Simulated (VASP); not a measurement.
Given:

```
CELL_PARAMETERS angstrom
      3.66767     0.00000     0.00000
     -1.83384     3.17630     0.00000
      0.00000     0.00000    16.98204
ATOMIC_POSITIONS crystal
  Pt 0.00000 0.00000 0.50000
  Se 0.33333 0.66667 0.58780
  Se 0.66667 0.33333 0.41220
```

Level of theory: PBE GGA, VASP's PBE PAW potentials (set 64) (plane waves; VASP). Run with 300 eV cut-off, 7×7×1 Γ-centred mesh, first-order Methfessel-Paxton smearing of 0.050 eV, potentials Pt Se.

The cell holds a wide vacuum, so values per volume refer to the whole cell.

### Question
Predict the energy per atom (σ→0), largest force.

### Answer

The energy per atom (σ→0) is -4.690 eV/atom and the largest force comes out as 1.404 eV/Å.

Only differences to runs with the same potentials and settings are physical.

The cell is a sheet with vacuum, built from a generated structure.
